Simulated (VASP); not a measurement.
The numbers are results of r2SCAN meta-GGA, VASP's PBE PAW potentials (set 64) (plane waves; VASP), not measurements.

VASP input:

INCAR:
```
SYSTEM = Ta2N
PREC = Accurate
ENCUT = 520
EDIFF = 1E-7
NELM = 100
ALGO = Normal
LREAL = .FALSE.
LASPH = .TRUE.
ISMEAR = -5
METAGGA = R2SCAN
LMIXTAU = .TRUE.
LMAXMIX = 6
LWAVE = .FALSE.
LCHARG = .FALSE.
LORBIT = 11
NEDOS = 601
ISIF = 2
```

KPOINTS:
```
kpoints
0
Gamma
13 13 7
```

POSCAR:
```
Ta2N
1
    3.0731107035    -0.0000000000     0.0000000000
   -1.5365553518     2.6613920933    -0.0000000000
   -0.0000000000    -0.0000000000     4.9109015138
Ta N
2 1
Direct
  0.6666670000   0.3333330000   0.7419039744
  0.3333330000   0.6666670000   0.2580960256
  0.0000000000   0.0000000000   0.0000000000
```

KPOINTS_OPT:
```
k-points along high-symmetry lines
6
Line-mode
Reciprocal
  0.000000   0.000000   0.000000 ! GAMMA
  0.500000   0.000000   0.000000 ! M

  0.500000   0.000000   0.000000 ! M
  0.333333   0.333333   0.000000 ! K

  0.333333   0.333333   0.000000 ! K
  0.000000   0.000000   0.000000 ! GAMMA

  0.000000   0.000000   0.000000 ! GAMMA
  0.000000   0.000000   0.500000 ! A

  0.000000   0.000000   0.500000 ! A
  0.500000   0.000000   0.500000 ! L

  0.500000   0.000000   0.500000 ! L
  0.333333   0.333333   0.500000 ! H

  0.333333   0.333333   0.500000 ! H
  0.000000   0.000000   0.500000 ! A

  0.500000   0.000000   0.500000 ! L
  0.500000   0.000000   0.000000 ! M

  0.333333   0.333333   0.500000 ! H
  0.333333   0.333333   0.000000 ! K
```

POTCAR, in this order: Ta_pv N (PBE.64 set). Program: vasp_std.

What VASP printed:

**OSZICAR**
```
       N       E                     dE             d eps       ncg     rms          rms(c)
DAV:   1     0.134867182173E+03    0.13487E+03   -0.15944E+04  4284   0.169E+03
DAV:   2    -0.110669755366E+03   -0.24554E+03   -0.24300E+03  5012   0.451E+02
DAV:   3    -0.119499375021E+03   -0.88296E+01   -0.86666E+01  5808   0.754E+01
DAV:   4    -0.119600485098E+03   -0.10111E+00   -0.99897E-01  5419   0.750E+00
DAV:   5    -0.119602186827E+03   -0.17017E-02   -0.16549E-02  5934   0.652E-01    0.282E+01
DAV:   6    -0.109663875589E+03    0.99383E+01   -0.18107E+01  5510   0.341E+01    0.126E+01
DAV:   7    -0.108539261106E+03    0.11246E+01   -0.23637E+00  4971   0.115E+01    0.533E+00
DAV:   8    -0.108904959129E+03   -0.36570E+00   -0.11955E+00  4676   0.858E+00    0.160E+00
DAV:   9    -0.109023742915E+03   -0.11878E+00   -0.14724E-01  5070   0.405E+00    0.555E-01
DAV:  10    -0.109017175728E+03    0.65672E-02   -0.55026E-02  5031   0.196E+00    0.187E-01
DAV:  11    -0.109026154769E+03   -0.89790E-02   -0.32114E-02  4673   0.165E+00    0.178E-01
DAV:  12    -0.109030837965E+03   -0.46832E-02   -0.79956E-03  5255   0.773E-01    0.714E-02
DAV:  13    -0.109033390343E+03   -0.25524E-02   -0.20746E-03  5001   0.376E-01    0.408E-02
DAV:  14    -0.109033408406E+03   -0.18063E-04   -0.32325E-04  5761   0.140E-01    0.242E-02
DAV:  15    -0.109033434625E+03   -0.26219E-04   -0.11060E-04  4576   0.967E-02    0.818E-03
DAV:  16    -0.109033461109E+03   -0.26484E-04   -0.60505E-05  5029   0.720E-02    0.421E-03
DAV:  17    -0.109033467468E+03   -0.63595E-05   -0.54163E-06  4949   0.208E-02    0.206E-03
DAV:  18    -0.109033468021E+03   -0.55315E-06   -0.77243E-07  5668   0.648E-03    0.741E-04
DAV:  19    -0.109033466401E+03    0.16204E-05   -0.29180E-07  4665   0.557E-03    0.153E-04
DAV:  20    -0.109033467024E+03   -0.62307E-06   -0.34077E-08  2439   0.186E-03    0.154E-04
DAV:  21    -0.109033466976E+03    0.48207E-07   -0.34874E-09  2402   0.614E-04
   1 F= -.10903347E+03 E0= -.10903347E+03  d E =0.000000E+00
       N       E                     dE             ncg
```

**OUTCAR**
```
------------------------ aborting loop because EDIFF is reached ----------------------------------------
  FORCE on cell =-STRESS in cart. coord.  units (eV):
  Direction    XX          YY          ZZ          XY          YZ          ZX
  --------------------------------------------------------------------------------------
  Total        0.0791366      0.0791366     -0.2111132     -0.0000000      0.0000000     -0.0000000
  in kB        3.1567478      3.1567482     -8.4212736     -0.0000000      0.0000000     -0.0000000
  external PRESSURE =      -0.7025925 kB  Pullay stress =       0.0000000 kB
  volume of cell :       40.17
      direct lattice vectors                 reciprocal lattice vectors
     3.073110703  0.000000000  0.000000000     0.325403181  0.187871603  0.000000000
    -1.536555352  2.661392093  0.000000000     0.000000000  0.375743207  0.000000000
     0.000000000  0.000000000  4.910901514     0.000000000  0.000000000  0.203628600
 POSITION                                       TOTAL-FORCE (eV/Angst)
 -----------------------------------------------------------------------------------
      1.53656      0.88713      3.64342         0.000000      0.000000      0.125724
     -0.00000      1.77426      1.26748        -0.000000     -0.000000     -0.125724
      0.00000      0.00000      0.00000         0.000000      0.000000      0.000000
 -----------------------------------------------------------------------------------
    total drift:                                0.000000      0.000000      0.000000
  FREE ENERGIE OF THE ION-ELECTRON SYSTEM (eV)
  ---------------------------------------------------
  free  energy   TOTEN  =      -109.0334669758 eV

  energy  without entropy=     -109.0334669758  energy(sigma->0) =     -109.03346698

 total charge

# of ion       s       p       d       tot
------------------------------------------
    1        0.326   6.231   2.354   8.910
    2        0.326   6.231   2.354   8.910
    3        1.254   2.539   0.000   3.793
--------------------------------------------------
tot          1.905  15.001   4.707  21.613
```
(Selected blocks of OUTCAR.)

For a metal the tetrahedron method with Blöchl corrections gives inexact stress and forces.

The structure comes from a computed database's Ta2N entry (P-3m1); how it stands against other phases isn't given here. It was relaxed first. The electron count is odd and the run is not spin-polarised, which forces a metal.
